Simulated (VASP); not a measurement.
Input:

```xyz
4
Lattice="3.8431 0.0000 0.0000 -1.9216 3.3283 0.0000 0.0000 0.0000 6.3237" Properties=species:S:1:pos:R:3 pbc="T T T"
B      0.0000     2.2188     0.0001
B      1.9216     1.1094     3.1620
Bi     0.0000     2.2188     2.3713
Bi     1.9216     1.1094     5.5331
```

All values below come from PBEsol GGA, VASP's PBE PAW potentials (set 64) (plane waves; VASP). Numerical set-up: 620 eV cut-off, 7×7×4 Γ-centred mesh, Gaussian smearing of 0.050 eV, potentials B Bi_d.

Energy and stress use the plane-wave basis of the starting cell.

Task: The ions, cell shape and volume at an external pressure of 5.0 GPa are relaxed. What does this cell relax into?

Result: 
```xyz
4
Lattice="3.7736 0.0000 0.0000 -1.8868 3.2680 0.0000 0.0000 0.0000 6.2152" Properties=species:S:1:pos:R:3 pbc="T T T"
B      0.0000     2.1787     0.0016
B      1.8868     1.0893     3.1092
Bi     0.0000     2.1787     2.3291
Bi     1.8868     1.0893     5.4367
```
Space group P6_3mc (186), at a tolerance of 0.03 Å.

Task: How do energy and volume change from the first to the last step?

Result: The energy (σ→0) changes by +15.5 meV/atom and the volume by -5.2 %, in 5 ionic steps.

The structure was generated: BBi was put into the wurtzite type (P6_3mc), which need not be its known phase. This run relaxes it under an external pressure of 5 GPa. Symmetry was kept, so distortions that lower it aren't found.
